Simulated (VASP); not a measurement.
Consider the following.

```
AlCo
1.0
    2.82925     0.00000     0.00000
    0.00000     2.82925     0.00000
    0.00000     0.00000     2.82925
Al Co
1 1
Direct
  0.50000   0.50000   0.50000
  0.00000   0.00000   0.00000
```

Calculation: vdW-DF-cx, VASP's PBE PAW potentials (set 64) (plane waves; VASP). Settings: 520 eV cut-off, 12×12×12 Γ-centred mesh, first-order Methfessel-Paxton smearing of 0.10 eV, potentials Al Co.

Task: Estimate the energy per atom (σ→0), band gap (on the k-mesh) with the smallest direct gap where there is one.

Result: 
```yaml
band gap (on the k-mesh): none (metal, semimetal or under 0.01 eV)
energy per atom (σ→0): -4.345 eV/atom
```

Total energies compare only between runs with the same potentials, cut-off and functional.

The compound is CoAl in the CsCl type structure. It was relaxed first. The start is the result of an earlier pass. The run is not spin-polarised, so no magnetic state was tried.
